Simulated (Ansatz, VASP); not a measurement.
# ZrSe3 (ZrSe3 (P2_1/m)): VASP beside Ansatz

Wanted: the spread between two codes on one cell, functional and k mesh. The cell is taken from a series of runs on this material, whose earlier steps may have relaxed, scaled, displaced or heated it; both programs get it as it stands.

Calculated with Ansatz 0.2.0; plane waves, with VASP 6.6.1 beside it; relaxation of cell and atoms at r2SCAN.

### Step 1. Starting point

It takes space group P2_1/m (No. 11, monoclinic). The conventional cell has a = 5.480 Å, b = 3.780 Å, c = 9.712 Å, α = 90.00°, β = 97.61°, γ = 90.00°. Zr has 8 Se at 2.74 to 2.91 Å nearest. Nearest to Se lie 1 Se at 2.35 Å and 2 Zr at 2.76 Å. Nearest to Se lie 4 Zr at 2.74 to 2.91 Å. Farther neighbours and most contacts between anions are not listed.

### Step 2. Ansatz: relaxation of cell and atoms, r2SCAN

Ansatz runs on its default PAW (the set named soft_2) files.

The relaxed volume is the usual yardstick between codes: in a stiff, nearly cubic crystal its relative difference is about their pressure difference at one cell divided by the bulk modulus.

Input file input.yaml:

```yaml
crystal:
  lattice:
    - [5.4803674, 0.0, 0.0]
    - [0.0, 3.7799487, 0.0]
    - [-1.2856303, 0.0, 9.6261991]
  atoms:
    - { symbol: Zr, position: [0.28554667, 0.25, 0.65320919] }
    - { symbol: Zr, position: [0.71445333, 0.75, 0.34679081] }
    - { symbol: Se, position: [0.11356421, 0.75, 0.82422037] }
    - { symbol: Se, position: [0.88643579, 0.25, 0.17577963] }
    - { symbol: Se, position: [0.54086716, 0.75, 0.82161737] }
    - { symbol: Se, position: [0.45913284, 0.25, 0.17838263] }
    - { symbol: Se, position: [0.23775297, 0.75, 0.44726858] }
    - { symbol: Se, position: [0.76224703, 0.25, 0.55273142] }
basis:
  ecutwfc: 500
  xc_grid: 2
hamiltonian:
  xc: r2scan
kpoints:
  mp_grid: { grid: [5, 7, 3] }
scf:
  occupations: { method: fermi_dirac, width: 0.01 }
  max_iter: 150
output:
  forces: true
  stress: true
relax:
  f_tol: 0.01
  max_steps: 60
  cell: {}
checkpoint:
  write: "../r2scan.run"
  compress: false
  write_wavefunctions: false
  write_every: 100000
```

Started as:

```console
$ ansatz run input.yaml --threads 1 --pin off --max-ram 2355MiB --backend cpu --events-out ev --progress --plain --runs-dir out
```

Numbers of over 12 decimals in the logs are rounded to 6 here.

What it wrote:

```text
Engine: ansatz 0.2.0, aarch64-unknown-linux-gnu
Pseudopotentials: kind: paw
Pseudopotential: Zr, paw, valence charge 12, recommended cutoff 500 eV (meta_gga), Zr.paw.azcp
Pseudopotential: Se, paw, valence charge 16, recommended cutoff 500 eV (meta_gga), Se.paw.azcp
Functional definition: r2SCAN
  parameter k0 = 0.174
  parameter k1 = 0.065
  parameter a1 = 4.9479
  exchange = r2scan_x(k0 = k0, k1 = k1, a1 = a1)
  correlation = r2scan_c
Crystal: 8 atoms, lattice volume = 199.412 Å³
Basis set: ecut = 500 eV, 5031 PW (Γ), exchange–correlation on 80×60×144 points (8 copies of the dense FFT grid, shifted against one another)
Bands: 72, of which v1, the nominal top of the filled ones, is band 60 counted from 1 (59 counted from 0)
Symmetry: 4 space group operations
Space group: P21/m (ITA 11), of the structure as read, at distance tolerance 5.8e-5 Å
k-points: 32 of 105
Non-local potential: Zr, projectors of the file, l = 0: 3, l = 1: 2, l = 2: 2, l = 3: 2
Non-local potential: Se, projectors of the file, l = 0: 2, l = 1: 2, l = 2: 3, l = 3: 1
PAW form: soft (Blöchl's): semilocal exchange-correlation on the pseudo side does not see the compensation charge
PAW frozen core: Zr, regenerated for the run's functional (the file was generated under x = pbe(κ = 0.804, μ = 0.219515), c = pbe(β = 0.066725))
PAW frozen core: Se, regenerated for the run's functional (the file was generated under x = pbe(κ = 0.804, μ = 0.219515), c = pbe(β = 0.066725))
PAW one-centre angular grid: Zr, 590 points (default); XC on 160 Gauss nodes
PAW one-centre angular grid: Se, 590 points (default); XC on 160 Gauss nodes
Initial density: superposition of atomic densities (neutral atoms: chi_scale 0, normalization atom), corrected by the library's trained network
Initial wavefunctions: pseudopotential atomic-orbital guess
Functional: x = r2scan, c = r2scan; τ floored in thin density (d = 2e-4 eV/Å³)
SCF iter   1: F=—  HF=-41268.629954 eV  |F-HF|=—  |Δ(HF+E_count)|=         —  Δρ=9.37e-3  dr2=3.82e-1  dr2_τ=4.89e-2  ethr=1.77e-3  ⟨swp⟩=6.0  Hψ=7842  notcnv=0  defer=25
preconditioner: auto → Resta (q_TF=auto, 2.507 Å⁻¹)  ε∞=4.7  [insulator: Δε(μ)=1.109 eV  Ē_g=9.100 eV  σ=0.010 eV  W_gap=1.00  n_scr=58 (ndim 8)  ℏωp=17.4 eV  f_vac=0.091  D(μ)=0.00/eV (n_scr^D=0)  ε∞_Penn≈4.7]
SCF iter   2: F=—  HF=-41268.691751 eV  |F-HF|=—  |Δ(HF+E_count)|=   6.18e-2  Δρ=3.60e-3  dr2=2.22e-2  dr2_τ=8.37e-3  ethr=3.18e-4  ⟨swp⟩=2.9  Hψ=3716  notcnv=0  defer=152
SCF iter   3: F=—  HF=-41268.698889 eV  |F-HF|=—  |Δ(HF+E_count)|=   7.14e-3  Δρ=1.86e-3  dr2=4.47e-3  dr2_τ=2.11e-4  ethr=1.85e-5  ⟨swp⟩=2.8  Hψ=4360  notcnv=0  defer=56
automatic band count: iteration 3 solves 69 bands in place of 72: the levels show a gap, and the empty bands left out lie too high to hold charge; the band table lists the bands solved (type scf.n_extra_bands for more)
SCF iter   4: F=—  HF=-41268.701474 eV  |F-HF|=—  |Δ(HF+E_count)|=   2.59e-3  Δρ=4.37e-4  dr2=2.44e-4  dr2_τ=2.05e-5  ethr=3.73e-6  ⟨swp⟩=2.0  Hψ=3118  notcnv=0  defer=56
SCF iter   5: F=—  HF=-41268.701634 eV  |F-HF|=—  |Δ(HF+E_count)|=   1.59e-4  Δρ=1.11e-4  dr2=2.38e-5  dr2_τ=9.64e-7  ethr=2.04e-7  ⟨swp⟩=2.0  Hψ=4072  notcnv=0  defer=56
SCF iter   6: F=—  HF=-41268.701741 eV  |F-HF|=—  |Δ(HF+E_count)|=   1.07e-4  Δρ=3.35e-5  dr2=2.02e-6  dr2_τ=9.34e-8  ethr=1.98e-8  ⟨swp⟩=2.0  Hψ=4011  notcnv=0  defer=56
SCF iter   7: F=—  HF=-41268.701743 eV  |F-HF|=—  |Δ(HF+E_count)|=   1.74e-6  Δρ=1.07e-5  dr2=4.23e-7  dr2_τ=1.82e-8  ethr=1.69e-9  ⟨swp⟩=2.5  Hψ=3693  notcnv=0  defer=56
SCF iter   8: F=-41268.701742 eV  HF=-41268.701742 eV  |F-HF|=1.98e-8  |Δ(HF+E_count)|=   6.54e-8  Δρ=4.18e-6  dr2=4.15e-8  dr2_τ=1.35e-9  ethr=8.33e-11  ⟨swp⟩=4.0  Hψ=8034  notcnv=0
SCF 1 converged in 8 iterations: F = -41268.701742 eV  dr2 = 4.15e-8
  greatest PAW one-centre occupation: 1.000 electrons in one spin orbital (limit 2), on the Se atom at site 5 (counted from 0), in its partial waves of l = 2
relax step   1: F+E_penalty+E_count = -41268.70174250 eV  Δ(F+E_penalty+E_count) = +0.000e0 eV  max|allowed force component| = 1.581e-2 eV/Å  Δτ_max = 0.0000 Å  P = -0.005 GPa  Ω = 199.412 Å³  (8 SCF iters, dr2 threshold 1.00e-7 eV, accepted)
[...]
relax step   3: F+E_penalty+E_count = -41268.70199816 eV  Δ(F+E_penalty+E_count) = -2.557e-4 eV  max|allowed force component| = 4.164e-3 eV/Å  Δτ_max = 0.0100 Å  P = +0.022 GPa  Ω = 199.950 Å³  energy of the carried Pulay correction = -7.951e-5 eV  (11 SCF iters, accepted)
[...]
relax step   4: F+E_penalty+E_count = -41268.70197646 eV  Δ(F+E_penalty+E_count) = +2.170e-5 eV  max|allowed force component| = 5.796e-3 eV/Å  Δτ_max = 0.0039 Å  P = -0.008 GPa  Ω = 200.184 Å³  energy of the carried Pulay correction = -1.141e-4 eV  (6 SCF iters, dr2 threshold 9.34e-9 eV, accepted)
[...]
relax step   5: F+E_penalty+E_count = -41268.70209681 eV  Δ(F+E_penalty+E_count) = -1.203e-4 eV  max|allowed force component| = 5.826e-3 eV/Å  Δτ_max = 0.0000 Å  P = -0.008 GPa  Ω = 200.184 Å³  stress off target by 3.07e-2 GPa  SCF on the basis re-selected at this cell (its energy is not comparable with the rows above)  (5 SCF iters)
basis re-selected at this cell: Δ(F+E_penalty+E_count) = -1.203e-4 eV, ΔP = +0.000 GPa vs the last step (what re-selecting the basis moved, of the pressure what is left beyond the Pulay correction that the steps carried, after the strain that the cell walked since its last selection, with what the two solves' SCF thresholds leave and, on support functions, any second-order correction that the steps lacked; it is no m [...]
SCF converged after 5 iterations
Free energy (F): -41268.702097 eV
Harris-Foulkes:  -41268.702097 eV  (|F-HF|=1.09e-10)
Internal energy: -41268.702097 eV  (E = F + TS)
E sigma→0 (E₀):  -41268.702097 eV
Fermi energy:    9.020464 eV
--- Per-component energies (eV) ---
  E_band       = -2643.335600
  E_kinetic    = 1376.598977
  E_local      = -17194.151316  (includes V_loc(G=0)·N_el)
  E_nonlocal   = -3415.119235
  E_hartree    = 8256.053144
  E_xc         = -903.666976
  E_vxc        = -1059.057516  (∫ρ·V_xc dr)
  E_paw        = -17490.959900  (= ΣΔE_a)
  E_vpaw       = 1080.713926  (= ΣTr[D̂ρ^β])
  E_aug_tail   = -0.001235  (compensation charges beyond the density's cutoff)
  E_vtau       = 55.574332  (kinetic-family band-sum trace: ∫τ·v_τ [+ j·A + Jᵃ·Aᵃ] dr)
  E_ewald      = -11886.537451
  E_core_change = -10.918105  (= ΣΔE_core)
  E_smearing   = -0.000000  (= −TS)
  E_closure    = -0.000000  (closes the sum)
  Σ components = -41268.702097   (vs F -41268.702097, Δ=0.00e0)
--- Forces (eV/Å), atoms counted from 1 ---
  atom   1  Zr    -0.00028215     0.00000000     0.00582611
  atom   2  Zr     0.00028215    -0.00000000    -0.00582611
  atom   3  Se     0.00452963    -0.00000000    -0.00468191
  atom   4  Se    -0.00452963     0.00000000     0.00468191
  atom   5  Se    -0.00428186     0.00000000    -0.00350414
  atom   6  Se     0.00428186    -0.00000000     0.00350414
  atom   7  Se    -0.00017964    -0.00000000    -0.00228542
  atom   8  Se     0.00017964     0.00000000     0.00228542
  max |Σ_I F_I| component: 4.34e-19 eV/Å
--- Stress (GPa, compression-positive) ---
        0.024903      -0.000000       0.000211
       -0.000000      -0.016901       0.000000
        0.000211       0.000000      -0.030653
  P = ⅓ Tr σ = -0.0076 GPa (-0.076 kbar)
--- Relaxed structure (4 steps of the walk, 3 accepted, 1 SCFs on fresh bases) ---
  F+E_penalty+E_count = -41268.70209681 eV   max|allowed force component| = 5.826e-3 eV/Å   (the final SCF, on the basis selected at the relaxed cell)
  cell:  # Å, volume = 200.1843 Å³
    - [5.475673, -2.6810683502723e-19, -6.676955038544354e-5]
    - [-1.849200990653093e-19, 3.781614, 3.698401981306203e-19]
    - [-1.284646, 1.0047475683535499e-18, 9.667541]
  atoms:
    - { symbol: Zr, position: [0.285677, 0.250000, 0.652612] }
    - { symbol: Zr, position: [0.714323, 0.75, 0.347388] }
    - { symbol: Se, position: [0.113199, 0.75, 0.822794] }
    - { symbol: Se, position: [0.886801, 0.250000, 0.177206] }
    - { symbol: Se, position: [0.540822, 0.75, 0.820404] }
    - { symbol: Se, position: [0.459178, 0.250000, 0.179596] }
    - { symbol: Se, position: [0.237495, 0.75, 0.447652] }
    - { symbol: Se, position: [0.762505, 0.250000, 0.552348] }
```

The column dr2 measures how far the density is from self-consistency, as an energy; F and HF (Harris–Foulkes) agree once it is small.

[end of part 1 of 2]

[Lines on the potential files, build, host, timing and source positions are cut from VASP's logs without a mark.]

[Logs are printed without paths, hosts, clocks, repeated set-up lines and the standing remarks that a program may print on its own settings, such as how far it seeks lower states.]

[Hosts, paths, dates, database ids (printed as entryN), source tags and the programs' standing remarks are cut or masked in the printed files.]
